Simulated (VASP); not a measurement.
Output of a VASP run:

**OUTCAR**
```
 ion  position               nearest neighbor table
   1  0.333  0.667  0.250-   2 3.10   2 3.10   2 3.10   2 3.10   2 3.10   2 3.10
   2  0.667  0.333  0.750-   1 3.10   1 3.10   1 3.10   1 3.10   1 3.10   1 3.10
  LATTYP: Found a hexagonal cell.
 ALAT       =     3.1118495782
 C/A-ratio  =     1.6212505778
 Subroutine PRICEL returns:
 Original cell was already a primitive cell.
 Subroutine GETGRP returns: Found 24 space group operations
The static configuration has the point symmetry D_3d.
 The point group associated with its full space group is D_6h.
The dynamic configuration has the point symmetry D_3d.
 Subroutine INISYM returns: Found 24 space group operations
 Subroutine IBZKPT returns following result:
 Found     84 irreducible k-points:

 Following reciprocal coordinates:
            Coordinates               Weight
  0.000000  0.000000  0.000000      1.000000
  0.076923  0.000000  0.000000      6.000000
  0.153846  0.000000  0.000000      6.000000
  0.230769  0.000000  0.000000      6.000000
  0.307692  0.000000  0.000000      6.000000
  0.384615  0.000000  0.000000      6.000000
  0.461538  0.000000  0.000000      6.000000
  0.076923  0.076923  0.000000      6.000000
  0.153846  0.076923  0.000000     12.000000
  0.230769  0.076923  0.000000     12.000000
  0.307692  0.076923  0.000000     12.000000
  0.384615  0.076923  0.000000     12.000000
  0.461538  0.076923  0.000000      6.000000
  0.153846  0.153846  0.000000      6.000000
  0.230769  0.153846  0.000000     12.000000
  0.307692  0.153846  0.000000     12.000000
  0.384615  0.153846  0.000000     12.000000
  0.230769  0.230769  0.000000      6.000000
  0.307692  0.230769  0.000000     12.000000
  0.384615  0.230769  0.000000      6.000000
  0.307692  0.307692  0.000000      6.000000
  0.000000  0.000000  0.142857      2.000000
  0.076923  0.000000  0.142857     12.000000
  0.153846  0.000000  0.142857     12.000000
  0.230769  0.000000  0.142857     12.000000
  0.307692  0.000000  0.142857     12.000000
  0.384615  0.000000  0.142857     12.000000
  0.461538  0.000000  0.142857     12.000000
  0.076923  0.076923  0.142857     12.000000
  0.153846  0.076923  0.142857     24.000000
  0.230769  0.076923  0.142857     24.000000
  0.307692  0.076923  0.142857     24.000000
  0.384615  0.076923  0.142857     24.000000
  0.461538  0.076923  0.142857     12.000000
  0.153846  0.153846  0.142857     12.000000
  0.230769  0.153846  0.142857     24.000000
  0.307692  0.153846  0.142857     24.000000
  0.384615  0.153846  0.142857     24.000000
  0.230769  0.230769  0.142857     12.000000
  0.307692  0.230769  0.142857     24.000000
   k-points           NKPTS =     84   k-points in BZ     NKDIM =     84   number of bands    NBANDS=     16
   number of dos      NEDOS =    301   number of ions     NIONS =      2
   total plane-waves  NPLWV =  23040
   dimension x,y,z NGX =    24 NGY =   24 NGZ =   40
   dimension x,y,z NGXF=    48 NGYF=   48 NGZF=   80
   ions per type =               2
   PREC   = accura    normal or accurate (medium, high low for compatibility)
   ISTART =      0    job   : 0-new  1-cont  2-samecut
   ICHARG =      2    charge: 1-file 2-atom 10-const
   ISPIN  =      1    spin polarized calculation?
   LNONCOLLINEAR =      F non collinear calculations
   LSORBIT =      F    spin-orbit coupling
   INIWAV =      1    electr: 0-lowe 1-rand  2-diag
   ENCUT  =  520.0 eV  38.22 Ry    6.18 a.u.   5.79  5.79  9.38*2*pi/ulx,y,z
   NELM   =    100;   NELMIN=  2; NELMDL= -5     # of ELM steps
   EDIFF  = 0.1E-06   stopping-criterion for ELM
   LREAL  =      F    real-space projection
   NLSPLINE    = F    spline interpolate recip. space projectors
   LMAXMIX     =    4 max onsite mixed and CHGCAR
   VOSKOWN=      0    Vosko Wilk Nusair interpolation
   EDIFFG = -.1E-01   stopping-criterion for IOM
   NSW    =     30    number of steps for IOM
...
```

### OSZICAR
```
       N       E                     dE             d eps       ncg     rms          rms(c)
DAV:   1     0.217669712032E+03    0.21767E+03   -0.13750E+04  2688   0.151E+03
DAV:   2    -0.460378615188E+01   -0.22227E+03   -0.22015E+03  3376   0.418E+02
DAV:   3    -0.189804986722E+02   -0.14377E+02   -0.14276E+02  5128   0.808E+01
DAV:   4    -0.192159619743E+02   -0.23546E+00   -0.23540E+00  2904   0.115E+01
DAV:   5    -0.192213086097E+02   -0.53466E-02   -0.53465E-02  4216   0.121E+00    0.173E+01
DAV:   6    -0.186694184525E+02    0.55189E+00   -0.83893E-01  2808   0.811E+00    0.720E+00
DAV:   7    -0.185651381511E+02    0.10428E+00   -0.56900E-01  3928   0.566E+00    0.107E+00
DAV:   8    -0.185687710716E+02   -0.36329E-02   -0.36982E-02  3520   0.172E+00    0.268E-01
DAV:   9    -0.185689970342E+02   -0.22596E-03   -0.11681E-03  3232   0.368E-01    0.383E-02
DAV:  10    -0.185689770393E+02    0.19995E-04   -0.37686E-05  4040   0.486E-02    0.245E-02
DAV:  11    -0.185689773109E+02   -0.27162E-06   -0.85924E-06  2944   0.394E-02    0.316E-03
DAV:  12    -0.185689772340E+02    0.76897E-07   -0.29669E-07  2832   0.405E-03
   1 F= -.18568977E+02 E0= -.18569093E+02  d E =-.185690E+02
       N       E                     dE             d eps       ncg     rms          rms(c)
DAV:   1    -0.185692005650E+02   -0.22325E-03   -0.11658E-02  2704   0.101E+00    0.763E-02
DAV:   2    -0.185690513126E+02    0.14925E-03   -0.36688E-04  3192   0.154E-01    0.354E-02
DAV:   3    -0.185690103553E+02    0.40957E-04   -0.15755E-04  3632   0.906E-02    0.581E-03
DAV:   4    -0.185690105150E+02   -0.15973E-06   -0.23904E-06  3072   0.157E-02    0.265E-03
DAV:   5    -0.185690105185E+02   -0.34584E-08   -0.89842E-08  2328   0.261E-03
   2 F= -.18569011E+02 E0= -.18569126E+02  d E =-.332845E-04
```

OUTCAR:
```
------------------------ aborting loop because EDIFF is reached ----------------------------------------
  FORCE on cell =-STRESS in cart. coord.  units (eV):
  Direction    XX          YY          ZZ          XY          YZ          ZX
  --------------------------------------------------------------------------------------
  Total        0.8283668      0.8283668      0.8548186      0.0000000      0.0000000     -0.0000000
  in kB       31.3687131     31.3687119     32.3703919      0.0000000      0.0000000     -0.0000000
  external PRESSURE =      31.7026057 kB  Pullay stress =       0.0000000 kB
  volume of cell :       42.31
      direct lattice vectors                 reciprocal lattice vectors
     1.555265714 -2.693799184 -0.000000000     0.321488473 -0.185611460 -0.000000000
     1.555265714  2.693799184 -0.000000000     0.321488473  0.185611460 -0.000000000
     0.000000000  0.000000000  5.049364893     0.000000000  0.000000000  0.198044709
 POSITION                                       TOTAL-FORCE (eV/Angst)
 -----------------------------------------------------------------------------------
      1.55527      0.89793      1.26234        -0.000000     -0.000000      0.000000
      1.55527     -0.89793      3.78702         0.000000      0.000000      0.000000
 -----------------------------------------------------------------------------------
    total drift:                               -0.000000      0.001092     -0.000018
  FREE ENERGIE OF THE ION-ELECTRON SYSTEM (eV)
  ---------------------------------------------------
  free  energy   TOTEN  =       -18.5690105185 eV

  energy  without entropy=      -18.5693566122  energy(sigma->0) =      -18.56912588

 reached required accuracy - stopping structural energy minimisation
```
(Selected blocks of OUTCAR.)

File POSCAR:
```
Zr
1
    1.5559248105    -2.6949407751     0.0000000000
    1.5559248105     2.6949407751     0.0000000000
    0.0000000000     0.0000000000     5.0450879268
Zr
2
Direct
  0.3333330000   0.6666670000   0.2500000000
  0.6666670000   0.3333330000   0.7500000000
```

Problem. Write an INCAR and KPOINTS that could have produced this output.

Solution. One answer among several that fit: the input of the run itself, LDA (Ceperley-Alder, Perdew-Zunger), plane waves, VASP's LDA PAW potentials (set 64).

### INCAR
```
ALGO = Normal
EDIFF = 1E-7
EDIFFG = -0.01
ENCUT = 520
IBRION = 2
ISIF = 4
ISMEAR = 1
LASPH = T
LCHARG = F
LMAXMIX = 4
LREAL = F
LWAVE = F
NELM = 100
NSW = 30
PREC = Accurate
SIGMA = 0.1
SYSTEM = Zr
```

### KPOINTS
```
Automatic mesh
0
G
  13 13 7
```

POTCAR, in this order: Zr_sv (LDA.64 set). Program: vasp_std.

The compound is Zr in the hcp structure. This cell is one point of a volume scan, at 0.97 of the reference volume. Symmetry was kept, so distortions that lower it aren't found.
